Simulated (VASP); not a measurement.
# In2Te2O (P-6m2) in VASP: relaxation of cell and atoms with PBE

Aim: the relaxation of cell and atoms of In2Te2O with PBE.

Program: VASP 6.6.1. These are calculated values, not measurements. Logs are shortened: lines on timing, memory, paths and dates and some standing lists are left out, and cuts for length are marked.

## (1) The crystal as given

Symmetry: P-6m2, No. 187, hexagonal system. Conventional cell: a = 4.322 Å, b = 4.322 Å, c = 7.752 Å, α = 90.00°, β = 90.00°, γ = 120.00°. Around In (site symmetry -6m2) lie 3 In at 2.50 Å. In (site symmetry -6m2) is surrounded by 3 In at 2.50 Å. Around Te (site symmetry 3m) lie 3 O at 3.14 Å and 6 In at 3.18 Å. Around O (site symmetry -6m2) lie 6 Te at 3.14 Å.

The cell was built by a generator and needn't be a form met in nature.

## (2) Relaxation of cell and atoms, PBE

File INCAR:

```
PREC     = Normal         # precision mode
ENCUT    = 520            # plane-wave cutoff, eV
EDIFF    = 1E-4           # SCF threshold, eV
ISMEAR   = 0              # smearing method
SIGMA    = 0.15           # smearing width, eV
LREAL    = False          # projectors in reciprocal space
LASPH    = True           # aspherical terms in the spheres
NELM     = 60             # most SCF steps
ALGO     = Fast           # electronic algorithm
ISIF     = 3              # what is computed and relaxed
LWAVE    = False          # write WAVECAR
LCHARG   = False          # write CHGCAR
GGA      = PE             # functional
IBRION   = 2              # ionic algorithm
NSW      = 24             # ionic steps
EDIFFG   = -0.08          # ionic threshold
```

File KPOINTS:

```
Automatic mesh
0
Gamma
  4 4 2
```

File POSCAR:

```
In2Te2O
1.0
    4.3220460100      0.0000000000      0.0000000000
   -2.1610230100      3.7430016400      0.0000000000
    0.0000000000      0.0000000000      7.7518145800
In Te O
2 2 1
Direct
    0.0000000000      0.0000000000      0.0000000000
    0.6666666700      0.3333333300      0.0000000000
    0.3333333300      0.6666666700      0.2536847200
    0.3333333300      0.6666666700      0.7463152800
    0.0000000000      0.0000000000      0.5000000000
```

Potentials or basis: VASP PAW PBE potentials, release 64 (In_d, Te, O).

On the command line:

```console
$ cat potpaw_PBE.64/In_d/POTCAR potpaw_PBE.64/Te/POTCAR potpaw_PBE.64/O/POTCAR > POTCAR
$ mpirun -np 1 vasp_std > vasp.out
```

OUTCAR:

```text
PREC = Normal
   ENCUT = 520
   EDIFF = 1E-4
   ISMEAR = 0
   LREAL = False
   LASPH = True
   NELM = 60
   ISIF = 3
   GGA = PE
   IBRION = 2
   NSW = 24
   EDIFFG = -0.08

 ion  position               nearest neighbor table
   1  0.000  0.000  0.000-   2 2.50   2 2.50   2 2.50   4 3.18   3 3.18   3 3.18   4 3.18   3 3.18
                             4 3.18
   2  0.667  0.333  0.000-   1 2.50   1 2.50   1 2.50   4 3.18   3 3.18   4 3.18   3 3.18   4 3.18
                             3 3.18
   3  0.333  0.667  0.254-   2 3.18   2 3.18   1 3.18   1 3.18   1 3.18   2 3.18
   4  0.333  0.667  0.746-   2 3.18   2 3.18   1 3.18   1 3.18   1 3.18   2 3.18
   5  0.000  0.000  0.500-

  LATTYP: Found a hexagonal cell.
 ALAT       =     4.3220460100
 C/A-ratio  =     1.7935520728

  Lattice vectors:

 A1 = (   4.3220460100,   0.0000000000,   0.0000000000)
 A2 = (  -2.1610230100,   3.7430016400,   0.0000000000)
 A3 = (   0.0000000000,   0.0000000000,   7.7518145800)

Analysis of symmetry for initial positions (statically):
=====================================================================
 Subroutine PRICEL returns:
 Original cell was already a primitive cell.

 Routine SETGRP: Setting up the symmetry group for a
 hexagonal supercell.

 Subroutine GETGRP returns: Found 12 space group operations
 (whereof 12 operations were pure point group operations)
 out of a pool of 24 trial point group operations.

The static configuration has the point symmetry D_3h.

Analysis of symmetry for dynamics (positions and initial velocities):
=====================================================================
 Subroutine PRICEL returns:
 Original cell was already a primitive cell.

 Routine SETGRP: Setting up the symmetry group for a
 hexagonal supercell.

 Subroutine GETGRP returns: Found 12 space group operations
 (whereof 12 operations were pure point group operations)
 out of a pool of 24 trial point group operations.

The dynamic configuration has the point symmetry D_3h.

 Subroutine INISYM returns: Found 12 space group operations
 (whereof 12 operations are pure point group operations),
 and found     1 'primitive' translations

----------------------------------------------------------------------------------------

                                     Primitive cell

  volume of cell :     125.4044

  direct lattice vectors                    reciprocal lattice vectors
     4.322046010  0.000000000  0.000000000     0.231371901  0.133582629  0.000000000
    -2.161023010  3.743001640  0.000000000     0.000000000  0.267165258  0.000000000
     0.000000000  0.000000000  7.751814580     0.000000000  0.000000000  0.129002054

  length of vectors
     4.322046010  4.322046012  7.751814580     0.267165258  0.267165258  0.129002054

  position of ions in fractional coordinates (direct lattice)
     0.000000000  0.000000000  0.000000000
     0.666666670  0.333333330  0.000000000
     0.333333330  0.666666670  0.253684720
     0.333333330  0.666666670  0.746315280
     0.000000000  0.000000000  0.500000000

  ion indices of the primitive-cell ions
   primitive index   ion index
                 1           1
                 2           2
                 3           3
                 4           4
                 5           5

----------------------------------------------------------------------------------------

 KPOINTS: Automatic mesh

Automatic generation of k-mesh.
 Grid dimensions read from file:
 generate k-points for:    4    4    2

 Generating k-lattice:

  Cartesian coordinates                     Fractional coordinates (reciprocal lattice)
     0.057842975  0.033395657  0.000000000     0.250000000  0.000000000  0.000000000
     0.000000000  0.066791315  0.000000000     0.000000000  0.250000000  0.000000000
     0.000000000  0.000000000  0.064501027     0.000000000  0.000000000  0.500000000

  Length of vectors
     0.066791315  0.066791315  0.064501027

  Shift w.r.t. Gamma in fractional coordinates (k-lattice)
     0.000000000  0.000000000  0.000000000

 Subroutine IBZKPT returns following result:
 ===========================================

 Found      8 irreducible k-points:

 Following reciprocal coordinates:
            Coordinates               Weight
  0.000000  0.000000  0.000000      1.000000
  0.250000 -0.000000  0.000000      6.000000
  0.500000 -0.000000  0.000000      3.000000
  0.250000  0.250000  0.000000      6.000000
  0.000000  0.000000  0.500000      1.000000
  0.250000 -0.000000  0.500000      6.000000
  0.500000 -0.000000  0.500000      3.000000
  0.250000  0.250000  0.500000      6.000000
   k-points           NKPTS =      8   k-points in BZ     NKDIM =      8   number of bands    NBANDS=     26
   number of dos      NEDOS =    301   number of ions     NIONS =      5
   total plane-waves  NPLWV =  27648
   dimension x,y,z NGX =    24 NGY =   24 NGZ =   48
   dimension x,y,z NGXF=    48 NGYF=   48 NGZF=   96
   ions per type =               2   2   1
   NGX,Y,Z   is equivalent  to a cutoff of   9.23,  9.23, 10.29 a.u.
   NGXF,Y,Z  is equivalent  to a cutoff of  18.46, 18.46, 20.59 a.u.
 SYSTEM =  unknown system
   PREC   = normal    normal or accurate (medium, high low for compatibility)
   ISTART =      0    job   : 0-new  1-cont  2-samecut
   ICHARG =      2    charge: 1-file 2-atom 10-const
   ISPIN  =      1    spin polarized calculation?
   LNONCOLLINEAR =      F non collinear calculations
   LSORBIT =      F    spin-orbit coupling
   LASPH  =      T    aspherical Exc in radial PAW
   ENCUT  =  520.0 eV  38.22 Ry    6.18 a.u.   8.04  8.04 14.41*2*pi/ulx,y,z
   NELM   =     60;   NELMIN=  2; NELMDL= -5     # of ELM steps
   EDIFF  = 0.1E-03   stopping-criterion for ELM
   LREAL  =      F    real-space projection
   EDIFFG = -.8E-01   stopping-criterion for IOM
   NSW    =     24    number of steps for IOM
   IBRION =      2    ionic relax: 0-MD 1-quasi-New 2-CG
   NFREE  =      1    steps in history (QN), initial steepest desc. (CG)
   ISIF   =      3    stress and relaxation
   ISYM   =      2    0-nonsym 1-usesym 2-fastsym
   POTIM  = 0.5000    time-step for ionic-motion
   TEBEG  =    0.0;   TEEND  =   0.0 temperature during run
   PSTRESS=    0.0 pullay stress
   NELECT =      44.0000    total number of electrons
   NUPDOWN=      -1.0000    fix difference up-down
   EMIN   =  10.00;   EMAX   =-10.00  energy-range for DOS
   EFERMI =   0.00;   METHOD = LEGACY
   ISMEAR =     0;   SIGMA  =   0.15  broadening in eV -4-tet -1-fermi 0-gaus
   EFERMI_NEDOS =   21; number of points for ismear=-14 and -15
   IALGO  =     68    algorithm
   IMIX   =      4    mixing-type and parameters
     AMIX     =   0.40;   BMIX     =  1.00
     AMIX_MAG =   1.60;   BMIX_MAG =  1.00
  volume/ion in A,a.u.               =      25.08       169.25
  Fermi-wavevector in a.u.,A,eV,Ry     =   1.154662  2.181994 18.139884  1.333244
  Thomas-Fermi vector in A             =   2.291297
   LORBIT       =      0    0 simple, 1 ext, 2 COOP (PROOUT), +10 PAW based schemes
   GGA     = PE    functional components
   LHFCALC =     F    Hartree Fock is set to
   AEXX    =    0.0000 exact exchange contribution
   IVDW    =     0    specifies the selected vdW correction
   LEPSILON=     F    determine dielectric tensor
   LRPA    =     F    only Hartree local field effects (RPA)
 conjugate gradient relaxation of ions
 non-spin polarized calculation
 RMM-DIIS sequential band-by-band and
 Gauss-broadening in eV      SIGMA  =   0.15
  energy-cutoff  :      520.00
  volume of cell :      125.40
 maximum number of plane-waves:      3390
   NGX = 17   NGY = 17   NGZ = 29

--------------------------------------- Ionic step        1  -------------------------------------------

 number of electron      43.9999992 magnetization

 Free energy of the ion-electron system (eV)
  ---------------------------------------------------
  ext. energy  EPLUGINS =         0.00000000
  ---------------------------------------------------
  free energy    TOTEN  =       -11.94606722 eV

  energy without entropy =      -11.88821608  energy(sigma->0) =      -11.91714165

------------------------ aborting loop because EDIFF is reached ----------------------------------------

  FORCE on cell =-STRESS in cart. coord.  units (eV):
  Direction    XX          YY          ZZ          XY          YZ          ZX
  --------------------------------------------------------------------------------------
  -------------------------------------------------------------------------------------
  Total       13.0103672     13.0103672     -2.1880041     -0.0000000      0.0000000      0.0000000
  in kB      166.2215612    166.2215611    -27.9541265     -0.0000002      0.0000000      0.0000000
  external PRESSURE =     101.4963319 kB  Pullay stress =       0.0000000 kB
[... 63 lines left out ...]
  energy  without entropy=      -13.1813270699  energy(sigma->0) =      -13.22577986

--------------------------------------- Ionic step        3  -------------------------------------------

 number of electron      44.0000107 magnetization

 E-fermi :   3.9699     XC(G=0):  -8.7874

 val. band max:        3.9449839787   @ k =   0.2500  -0.0000   0.5000
 cond. band min:       3.9722357431   @ k =   0.2500   0.2500   0.5000
 fundamental gap:      0.0272517644
 Fermi energy:         3.9698525759

 k-point     1 :       0.0000    0.0000    0.0000
  band No.  band energies     occupation
      1     -11.3339      2.00000
      2     -11.0901      2.00000
      3     -11.0334      2.00000
      4     -11.0334      2.00000
      5     -10.9385      2.00000
      6     -10.9385      2.00000
[... 253 lines left out ...]
  FREE ENERGIE OF THE ION-ELECTRON SYSTEM (eV)
  ---------------------------------------------------
  free  energy   TOTEN  =       -13.2729045272 eV

  energy  without entropy=      -13.1891986037  energy(sigma->0) =      -13.23105157

[... ionic steps 4 to 17 ...]

--------------------------------------- Ionic step       18  -------------------------------------------

 number of electron      44.0000056 magnetization

------------------------ aborting loop because EDIFF is reached ----------------------------------------

  FORCE on cell =-STRESS in cart. coord.  units (eV):
  Direction    XX          YY          ZZ          XY          YZ          ZX
  --------------------------------------------------------------------------------------
  -------------------------------------------------------------------------------------
  Total       -0.4136587     -0.4136587      0.0479406      0.0000000     -0.0000000      0.0000000
  in kB       -4.9235819     -4.9235819      0.5706144      0.0000000     -0.0000000      0.0000000
  external PRESSURE =      -3.0921831 kB  Pullay stress =       0.0000000 kB
[... 63 lines left out ...]
  energy  without entropy=      -14.3130280220  energy(sigma->0) =      -14.35625850

--------------------------------------- Ionic step       20  -------------------------------------------

 number of electron      44.0000140 magnetization

 Free energy of the ion-electron system (eV)
  ---------------------------------------------------
  ext. energy  EPLUGINS =         0.00000000
  ---------------------------------------------------
  free energy    TOTEN  =       -14.40443779 eV

  energy without entropy =      -14.31594420  energy(sigma->0) =      -14.36019099

 E-fermi :   5.4809     XC(G=0):  -9.4142

 val. band max:        5.4711133869   @ k =   0.2500   0.2500   0.5000
 cond. band min:       5.4961832952   @ k =   0.5000  -0.0000   0.5000
 fundamental gap:      0.0250699083
 Fermi energy:         5.4808715716

 k-point     1 :       0.0000    0.0000    0.0000
  band No.  band energies     occupation
      1     -10.1603      2.00000
      2      -9.5401      2.00000
      3      -9.4866      2.00000
      4      -9.4866      2.00000
      5      -9.4117      2.00000
      6      -9.4117      2.00000
[... 253 lines left out ...]
  FREE ENERGIE OF THE ION-ELECTRON SYSTEM (eV)
  ---------------------------------------------------
  free  energy   TOTEN  =       -14.4044377894 eV

  energy  without entropy=      -14.3159441968  energy(sigma->0) =      -14.36019099

 reached required accuracy - stopping structural energy minimisation
```

Wall time 2.4 min (1 thread of Intel Xeon 6975P-C (Granite Rapids), shared host); peak memory 0.19 GiB.

Results:

```yaml
Free_energy: -14.4044 eV
Relaxed_volume: 26.72 Å³/atom
Relaxed_cell: a = 4.924 Å, b = 4.924 Å, c = 6.363 Å, α = 90.00°, β = 90.00°, γ = 120.00°
Space_group_after_relaxing_to_0.05_Å: P-6m2 (No. 187)
Energy_gained_by_relaxing: 491.7 meV/atom
Ionic_steps: 20
Pressure_after_relaxing: 0.2 GPa
Largest_force_after_relaxing: 0.015 eV/Å
Band_gap_on_the_k_mesh: none (metal or under the smearing width)
```

Forces on the atoms (eV/Å):
```
In   0.000  0.000  0.000
In   0.000  0.000  0.000
Te   0.000  0.000 -0.015
Te   0.000  0.000  0.015
O    0.000  0.000  0.000
```

Step by step:
| step | energy change (eV) | largest force (eV/Å) | pressure (GPa) | volume (Å³) |
| --- | --- | --- | --- | --- |
| 1 | 0.0000 | 1.5649 | 10.15 | 125.40 |
| 2 | -1.3242 | 0.6476 | -3.64 | 155.51 |
| 3 | -1.3268 | 0.6996 | -3.07 | 152.33 |
| 4 | -1.8280 | 0.9965 | -2.55 | 144.53 |
| 5 | -2.0035 | 1.5466 | 6.56 | 122.50 |
| 6 | -2.2587 | 1.0583 | -0.74 | 136.59 |
| 7 | -2.4082 | 0.4812 | 1.62 | 129.65 |
| 8 | -2.4116 | 0.5872 | 1.03 | 130.59 |
| 9 | -2.4110 | 0.5390 | 1.30 | 130.14 |
| 10 | -2.4326 | 0.1704 | 0.39 | 133.34 |
| 11 | -2.4373 | 0.0824 | 0.78 | 132.35 |
| 12 | -2.4516 | 0.1582 | -0.35 | 135.54 |
| 13 | -2.4520 | 0.1364 | -0.61 | 135.34 |
| 14 | -2.4515 | 0.1471 | -0.05 | 134.90 |
| 15 | -2.4517 | 0.1436 | -0.27 | 135.12 |
| 16 | -2.4518 | 0.1391 | -0.15 | 135.20 |
| 17 | -2.4517 | 0.1502 | -0.30 | 135.27 |
| 18 | -2.4566 | 0.0776 | -0.31 | 134.61 |
| 19 | -2.4534 | 0.1172 | 0.40 | 132.59 |
| 20 | -2.4584 | 0.0153 | 0.25 | 133.58 |

Final structure:
```
In Te O
1.0
     4.92355    0.00000    0.00000
    -2.46177    4.26392    0.00000
     0.00000    0.00000    6.36283
In Te O
2 2 1
Direct
  0.00000 0.00000 0.00000
  0.66667 0.33333 0.00000
  0.33333 0.66667 0.28725
  0.33333 0.66667 0.71275
  0.00000 0.00000 0.50000
```

Caveat: the k mesh is coarse (spacing up to 0.42 Å⁻¹), so the values aren't converged; the relaxation stopped at a loose force limit of 0.08 eV/Å, so its end isn't a converged minimum. The run has no spin-orbit coupling, so splittings on Te are missing.
